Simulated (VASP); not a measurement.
A convergence study with VASP on C (diamond): one setting is varied, all else stays as given below, so the limit is that of these other settings. ε∞ is the independent-particle value.

```
C
1.0
    0.00000     1.78350     1.78350
    1.78350     0.00000     1.78350
    1.78350     1.78350     0.00000
C
2
Direct
  0.00000   0.00000   0.00000
  0.25000   0.25000   0.25000
```

These are PBEsol GGA, VASP's PBE PAW potentials (set 64) (plane waves; VASP) values and carry that method's errors. The tightest run used: 700 eV cut-off, 10×10×10 Γ-centred mesh, Gaussian smearing of 0.050 eV, potentials C.

Q: The settings run are NBANDS = 5; NBANDS = 6; NBANDS = 8; NBANDS = 12; NBANDS = 20; NBANDS = 36; NBANDS = 68; NBANDS = 132. From which on does the mean ε∞ stay within 0.3  of the tightest run?

A: From NBANDS = 8 on: it is off by 0.22 there and by no more than 0.3 in any finer run, while NBANDS = 6 is off by 1.07.
| setting | mean ε∞ | bands | difference judged () |
|---|---|---|---|
| NBANDS = 5 | 3.74 | 5 | 2.30 |
| NBANDS = 6 | 4.97 | 6 | 1.07 |
| NBANDS = 8 | 5.82 | 8 | 0.22 |
| NBANDS = 12 | 6.01 | 12 | 0.03 |
| NBANDS = 20 | 6.04 | 20 | 0.00 |
| NBANDS = 36 | 6.04 | 36 | 0.00 |
| NBANDS = 68 | 6.05 | 68 | 0.01 |
| NBANDS = 132 | 6.04 | 132 | 0.00 |

Left out are rungs that failed or repeat a setting and relaxations that didn't move; long series are thinned to 24 rows.

The compound is C in the diamond structure. The cell was not relaxed at this level.
